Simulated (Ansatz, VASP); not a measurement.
# ZnS (Wurtzite-2H) in two plane-wave programs, part 2 of 3

Aim: how closely do two programs agree when they are given the same cell, functional and k mesh? The cell is taken from a series of runs on this material, whose earlier steps may have relaxed, scaled, displaced or heated it; both programs get it as it stands.

VASP 6.6.1 and Ansatz 0.2.0.

So far: The starting structure; VASP: zone-centre phonons, PBE, pair 1.

### Step 2. VASP: zone-centre phonons, PBE, pair 1 (continued)

Level of this step: PBE; plane waves and PAW (Zn, S) (VASP).

From OUTCAR (step 2):

```text
ion  position               nearest neighbor table
   1  0.333  0.667  0.000-   4 2.36   4 2.36   4 2.36   3 2.36
   2  0.667  0.333  0.500-   3 2.36   3 2.36   3 2.36   4 2.36
   3  0.333  0.667  0.375-   2 2.36   2 2.36   2 2.36   1 2.36
   4  0.667  0.333  0.875-   1 2.36   1 2.36   1 2.36   2 2.36

  LATTYP: Found a hexagonal cell.
 ALAT       =     3.8452035411
 C/A-ratio  =     1.6398369503

 Subroutine GETGRP returns: Found 12 space group operations
 (whereof  6 operations were pure point group operations)

The static configuration has the point symmetry C_3v.
 The point group associated with its full space group is C_6v.

 Found     36 irreducible k-points:

   k-points           NKPTS =     36   k-points in BZ     NKDIM =     36   number of bands    NBANDS=     24

   dimension x,y,z NGX =    28 NGY =   28 NGZ =   48
   dimension x,y,z NGXF=    56 NGYF=   56 NGZF=   96

   ENCUT  =  500.0 eV  36.75 Ry    6.06 a.u.   7.01  7.01 11.50*2*pi/ulx,y,z

   NELECT =      36.0000    total number of electrons

 k-points in reciprocal lattice and weights: Automatic mesh
   0.00000000  0.00000000  0.00000000       0.003
   0.11111111  0.00000000  0.00000000       0.019
   0.22222222  0.00000000  0.00000000       0.019
   0.33333333  0.00000000  0.00000000       0.019
   0.44444444  0.00000000  0.00000000       0.019
   0.11111111  0.11111111  0.00000000       0.019
   0.22222222  0.11111111  0.00000000       0.037
   0.33333333  0.11111111  0.00000000       0.037
   0.44444444  0.11111111  0.00000000       0.019
[...]
0.33333333  0.22222222  0.50000000       0.037
   0.33333333  0.33333333  0.50000000       0.006

 average (electrostatic) potential at core
       1 -36.4137       2 -36.4137       3 -88.7318       4 -88.7318

  Total        0.0701115      0.0701115      0.0717399     -0.0000000      0.0000000      0.0000000
  in kB        1.3912664      1.3912664      1.4235807     -0.0000000      0.0000000      0.0000000
  external PRESSURE =       1.4020379 kB  Pullay stress =       0.0000000 kB

  energy-cutoff  :      500.00
  volume of cell :       80.74
[...]
3.845203541  0.000000000  0.000000000     0.260064256  0.150148169  0.000000000
    -1.922601771  3.330043949  0.000000000     0.000000000  0.300296337  0.000000000
     0.000000000  0.000000000  6.305506848     0.000000000  0.000000000  0.158591533

 POSITION                                       TOTAL-FORCE (eV/Angst)
 -----------------------------------------------------------------------------------
     -0.00000      2.22003      0.00148         0.000000     -0.000000      0.000624
      1.92260      1.11001      3.15423         0.000000      0.000000      0.000624
     -0.00000      2.22003      2.36309        -0.000000      0.000000     -0.000624
      1.92260      1.11001      5.51584         0.000000      0.000000     -0.000624
 -----------------------------------------------------------------------------------
    total drift:                               -0.000000     -0.000001     -0.000551

 MACROSCOPIC STATIC DIELECTRIC TENSOR (including local field effects in DFT)
 ------------------------------------------------------
           5.843591    -0.000000     0.000000
          -0.000000     5.843591     0.000000
           0.000000     0.000000     5.974941
 ------------------------------------------------------

 PIEZOELECTRIC TENSOR (including local field effects)  for field in x, y, z        (C/m^2)
          XX          YY          ZZ          XY          YZ          ZX
  --------------------------------------------------------------------------------
  x    -0.00000     0.00000     0.00000     0.00000    -0.00000     0.37986
  y    -0.00000     0.00000     0.00000     0.00000     0.37986    -0.00000
  z     0.36642     0.36642    -0.76218    -0.00000     0.00000     0.00000

 BORN EFFECTIVE CHARGES (including local field effects) (in |e|, cummulative output)
 ---------------------------------------------------------------------------------
 ion    1
    1     1.98132    -0.00000     0.00000
    2    -0.00000     1.98132     0.00000
    3     0.00000     0.00000     2.08602
 ion    2
    1     1.98132    -0.00000    -0.00000
    2    -0.00000     1.98132    -0.00000
    3    -0.00000     0.00000     2.08602
 ion    3
    1    -1.98132     0.00000     0.00000
    2     0.00000    -1.98132     0.00000
    3    -0.00000     0.00000    -2.08602
 ion    4
    1    -1.98132     0.00000    -0.00000
    2     0.00000    -1.98132    -0.00000
    3     0.00000     0.00000    -2.08602

 Eigenvectors and eigenvalues of the dynamical matrix
 ----------------------------------------------------

   1 f  =    9.660831 THz    60.700789 2PiTHz  322.250624 cm-1    39.953967 meV
             X         Y         Z           dx          dy          dz
     -0.000000  2.220029  0.001477     0.000000   -0.000000    0.116326
      1.922602  1.110015  3.154231    -0.000000   -0.000000   -0.116326
     -0.000000  2.220029  2.363088     0.000000    0.000000   -0.697473
      1.922602  1.110015  5.515841    -0.000000    0.000000    0.697473

   2 f  =    8.070626 THz    50.709237 2PiTHz  269.207096 cm-1    33.377411 meV
             X         Y         Z           dx          dy          dz
     -0.000000  2.220029  0.001477    -0.278966    0.209632   -0.000000
      1.922602  1.110015  3.154231     0.278966   -0.209632   -0.000000
     -0.000000  2.220029  2.363088    -0.491659    0.369464    0.000000
      1.922602  1.110015  5.515841     0.491659   -0.369464    0.000000

   3 f  =    8.070626 THz    50.709237 2PiTHz  269.207096 cm-1    33.377411 meV
             X         Y         Z           dx          dy          dz
     -0.000000  2.220029  0.001477    -0.209632   -0.278966   -0.000000
      1.922602  1.110015  3.154231     0.209632    0.278966   -0.000000
     -0.000000  2.220029  2.363088    -0.369464   -0.491659    0.000000
      1.922602  1.110015  5.515841     0.369464    0.491659    0.000000

   4 f  =    7.918569 THz    49.753837 2PiTHz  264.135036 cm-1    32.748556 meV
             X         Y         Z           dx          dy          dz
     -0.000000  2.220029  0.001477     0.324575   -0.243907    0.000000
      1.922602  1.110015  3.154231     0.324575   -0.243907    0.000000
     -0.000000  2.220029  2.363088    -0.462818    0.347792   -0.000000
      1.922602  1.110015  5.515841    -0.462818    0.347792   -0.000000

   5 f  =    7.918569 THz    49.753837 2PiTHz  264.135036 cm-1    32.748556 meV
             X         Y         Z           dx          dy          dz
     -0.000000  2.220029  0.001477    -0.243907   -0.324575   -0.000000
      1.922602  1.110015  3.154231    -0.243907   -0.324575   -0.000000
     -0.000000  2.220029  2.363088     0.347792    0.462818    0.000000
      1.922602  1.110015  5.515841     0.347792    0.462818    0.000000

   6 f  =    7.744280 THz    48.658749 2PiTHz  258.321388 cm-1    32.027756 meV
             X         Y         Z           dx          dy          dz
     -0.000000  2.220029  0.001477    -0.000000   -0.000000    0.405901
      1.922602  1.110015  3.154231     0.000000   -0.000000    0.405901
     -0.000000  2.220029  2.363088    -0.000000   -0.000000   -0.579003
      1.922602  1.110015  5.515841     0.000000    0.000000   -0.579003

   7 f  =    5.634134 THz    35.400309 2PiTHz  187.934487 cm-1    23.300896 meV
             X         Y         Z           dx          dy          dz
     -0.000000  2.220029  0.001477    -0.000000    0.000000    0.697473
      1.922602  1.110015  3.154231    -0.000000    0.000000   -0.697473
     -0.000000  2.220029  2.363088     0.000000    0.000000    0.116326
      1.922602  1.110015  5.515841    -0.000000   -0.000000   -0.116326

   8 f  =    2.119261 THz    13.315708 2PiTHz   70.690931 cm-1     8.764555 meV
             X         Y         Z           dx          dy          dz
     -0.000000  2.220029  0.001477    -0.491662    0.369460    0.000000
      1.922602  1.110015  3.154231     0.491662   -0.369460    0.000000
     -0.000000  2.220029  2.363088     0.278967   -0.209630    0.000000
      1.922602  1.110015  5.515841    -0.278967    0.209630    0.000000

   9 f  =    2.119261 THz    13.315708 2PiTHz   70.690931 cm-1     8.764555 meV
             X         Y         Z           dx          dy          dz
     -0.000000  2.220029  0.001477     0.369460    0.491662   -0.000000
      1.922602  1.110015  3.154231    -0.369460   -0.491662   -0.000000
     -0.000000  2.220029  2.363088    -0.209630   -0.278967   -0.000000
      1.922602  1.110015  5.515841     0.209630    0.278967   -0.000000

  10 f/i=    0.003966 THz     0.024921 2PiTHz    0.132304 cm-1     0.016404 meV
             X         Y         Z           dx          dy          dz
     -0.000000  2.220029  0.001477     0.000000    0.000000   -0.579003
      1.922602  1.110015  3.154231     0.000000    0.000000   -0.579003
     -0.000000  2.220029  2.363088     0.000000    0.000000   -0.405901
      1.922602  1.110015  5.515841     0.000000    0.000000   -0.405901

  11 f/i=    0.005470 THz     0.034371 2PiTHz    0.182470 cm-1     0.022623 meV
             X         Y         Z           dx          dy          dz
     -0.000000  2.220029  0.001477    -0.504042   -0.284783   -0.000000
      1.922602  1.110015  3.154231    -0.504042   -0.284783   -0.000000
     -0.000000  2.220029  2.363088    -0.353486   -0.199719   -0.000000
      1.922602  1.110015  5.515841    -0.353486   -0.199719   -0.000000

  12 f/i=    0.005470 THz     0.034371 2PiTHz    0.182470 cm-1     0.022623 meV
             X         Y         Z           dx          dy          dz
     -0.000000  2.220029  0.001477    -0.284783    0.504042   -0.000000
      1.922602  1.110015  3.154231    -0.284783    0.504042   -0.000000
     -0.000000  2.220029  2.363088    -0.199719    0.353486   -0.000000
      1.922602  1.110015  5.515841    -0.199719    0.353486   -0.000000

 MACROSCOPIC STATIC DIELECTRIC TENSOR IONIC CONTRIBUTION
 ------------------------------------------------------
           3.186085    -0.000000     0.000000
          -0.000000     3.186085     0.000000
           0.000000     0.000000     3.692940
 ------------------------------------------------------

 ELASTIC MODULI CONTR FROM IONIC RELAXATION (kBar)
 Direction    XX          YY          ZZ          XY          YZ          ZX
 --------------------------------------------------------------------------------
 XX        -247.4125    111.9192    121.0966      0.0000     -0.0000      0.0000
 YY         111.9192   -247.4125    121.0966      0.0000      0.0000     -0.0000
 ZZ         121.0966    121.0966   -216.4593     -0.0000      0.0000      0.0000
 XY           0.0000      0.0000     -0.0000   -179.6658     -0.0000     -0.0000
 YZ          -0.0000     -0.0000      0.0000     -0.0000    -59.1233      0.0000
 ZX           0.0000     -0.0000      0.0000     -0.0000      0.0000    -71.7334
 --------------------------------------------------------------------------------

 PIEZOELECTRIC TENSOR IONIC CONTR  for field in x, y, z        (C/m^2)
          XX          YY          ZZ          XY          YZ          ZX
  --------------------------------------------------------------------------------
  x     0.00000    -0.00000     0.00000    -0.00000     0.00000    -0.44984
  y    -0.00000     0.00000     0.00000    -0.00000    -0.40839     0.00000
  z    -0.47065    -0.47065     0.84129     0.00000    -0.00000    -0.00000
```

The dielectric response converges more slowly with the mesh than energies do, so tensor and charges may still move on a finer one.

(Part 2 of 3 ends here.)

[Lines on the potential files, build, host, timing and source positions are cut from VASP's logs without a mark.]

[Logs are printed without paths, hosts, clocks, repeated set-up lines and the standing remarks that a program may print on its own settings, such as how far it seeks lower states.]

[Hosts, paths, dates, database ids (printed as entryN), source tags and the programs' standing remarks are cut or masked in the printed files.]
